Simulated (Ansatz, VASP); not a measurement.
One calculation of CuSnSb, two programs

```xyz
6
Lattice="4.3869 0.0000 0.0000 0.0000 4.3869 0.0000 0.0000 0.0000 7.1850" Properties=species:S:1:pos:R:3 pbc="T T T"
Cu    2.1935    0.0000    1.7335
Cu    0.0000    2.1935    5.4516
Sn    2.1935    0.0000    4.3906
Sn    0.0000    2.1935    2.7945
Sb    0.0000    0.0000    0.0000
Sb    2.1935    2.1935    0.0000
```

Alike in both runs: functional PBE; k mesh 4 × 4 × 4; occupations gaussian, width 0.1 eV; no spin polarisation.

Ansatz relaxed the structure, and its values are those at the end. VASP's run is a single point on that final structure, the one shown.

|  | VASP | Ansatz |
| --- | --- | --- |
| version | VASP 6.6.1 | Ansatz 0.2.0 |
| potentials or method | VASP PAW PBE potentials, release 64 (Cu, Sn_d, Sb) | scalar-relativistic, plane waves, PAW |
| plane-wave cutoff (eV) | 520 | 420 |
| valence electrons in the cell | 60 | 96 |

|  | VASP | Ansatz | Ansatz less VASP |
| --- | --- | --- | --- |
| gap on the k mesh at the Fermi level (eV) | none | none | - |
| pressure (GPa) | 0.1 | 0.1 | -0.04 |
| rms of the force components (eV/Å) | 0.006 | 0.006 | +0.0003 |

A gap of «none» marks a metal or a gap that the smearing closes. The two sets of potentials don't hold the same shells in valence.

The runs have no spin-orbit coupling, so splittings on Sb are missing.
